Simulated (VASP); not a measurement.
An input for Ansatz (written as the equivalent of a VASP run, and not itself run):

Ansatz 0.2 input:
```yaml
crystal:
  lattice:
    - [2.2287000, -3.8602220, 0.0000000]
    - [2.2287000, 3.8602220, 0.0000000]
    - [0.0000000, 0.0000000, 5.0490000]
  atoms:
    - { symbol: Se, position: [0.0000000, 0.2250000, 0.6666670] }
    - { symbol: Se, position: [0.7750000, 0.7750000, 0.0000000] }
    - { symbol: Se, position: [0.2250000, 0.0000000, 0.3333330] }
kpoints:
  mp_grid: { grid: [5, 5, 4] }
hamiltonian:
  xc: pbe
  pseudopotentials: { kind: paw }
scf:
  occupations: { method: gaussian, width: 0.05 }
  max_iter: 100
output: { forces: true, stress: true, eigenvalues: true }
```

Write the VASP files for the same calculation (PBE).

Several could match; the one computed here: 
**INCAR**
```
SIGMA = 0.05   ! width (eV)
PREC = Accurate
ENCUT = 400   ! plane-wave cut-off (eV)
NELM = 100
LCHARG = .FALSE.
ALGO = Normal
GGA = PE   ! PBE
LMAXMIX = 4   ! l cut-off of mixed one-centre charges
LASPH = .TRUE.   ! aspherical one-centre terms
EDIFF = 1E-5   ! SCF stop (eV)
LREAL = .FALSE.   ! projection in real space or not
LWAVE = .FALSE.
ISMEAR = 0
SYSTEM = Se
ISIF = 2
```

### POSCAR
```
Se
5.0490
  0.4414141414  -0.7645517924   0.0000000000
  0.4414141414   0.7645517924   0.0000000000
  0.0000000000   0.0000000000   1.0000000000
Se
3
Cart
  0.0993181818   0.1720241533   0.6666670000
  0.6841919192  -0.0000000000   0.0000000000
  0.0993181818  -0.1720241533   0.3333330000
```

File KPOINTS:
```
kpoints
0
gamma
5 5 4
```

POTCAR, in this order: Se (PBE.64 set). Program: vasp_std.

The two are equivalent in intent, not identical: each code has its own PAW files, so the cut-off isn't converted (ENCUT is set for VASP's; basis.ecutwfc is left out, and Ansatz then takes the one that its files recommend); Ansatz stops its SCF on the density residual and VASP on the energy change (EDIFF).

The compound is Se in the trig structure. The cell was not relaxed at this level. The run is one of a series of settings (EDIFF = 1E-5 against the base run), some of them coarse on purpose.
